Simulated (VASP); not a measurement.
Input of a VASP 6.6.1 run:

File INCAR:

```
PREC = Normal
ENCUT = 520
EDIFF = 1E-4
ISMEAR = 0
SIGMA = 0.15
LREAL = False
LASPH = True
NELM = 60
ALGO = Fast
ISIF = 3
LWAVE = False
LCHARG = False
GGA = PE
IBRION = 2
NSW = 24
EDIFFG = -0.08
```

The input KPOINTS:

```
Automatic mesh
0
Gamma
  3 3 5
```

The input POSCAR:

```
Ga3BSb2
1.0
    6.3301821000      0.0000000000      0.0000000000
   -3.1650910500      5.4820985100      0.0000000000
    0.0000000000      0.0000000000      3.4854310200
Ga B Sb
3 1 2
Direct
    0.5000000000      0.0000000000      0.5000000000
    0.5000000000      0.5000000000      0.5000000000
    0.0000000000      0.5000000000      0.5000000000
    0.0000000000      0.0000000000      0.0000000000
    0.3333333300      0.6666666700      0.0000000000
    0.6666666700      0.3333333300      0.0000000000
```

Potentials or basis: VASP PAW PBE potentials, release 64 (Ga_d, B, Sb).

Command:

```sh
$ cat potpaw_PBE.64/Ga_d/POTCAR potpaw_PBE.64/B/POTCAR potpaw_PBE.64/Sb/POTCAR > POTCAR
$ mpirun -np 1 vasp_std > vasp.out
```

Question: What does it give for the relaxed cell?

Answer: a = 5.313 Å, b = 5.313 Å, c = 5.563 Å, α = 90.00°, β = 90.00°, γ = 120.00°.

Question: Estimate the space group after relaxing (to 0.05 Å).

Answer: P6/mmm (No. 191).

Question: Estimate the relaxed volume.

Answer: 22.67 Å³/atom.

Stress tensor (GPa, compression positive):
```
-0.48  0.00  0.00
 0.00 -0.48  0.00
 0.00  0.00  0.22
```

Caveat: the k mesh is coarse (spacing up to 0.38 Å⁻¹), so the values aren't converged. Spin-orbit coupling is left out, which matters for the levels of Sb.
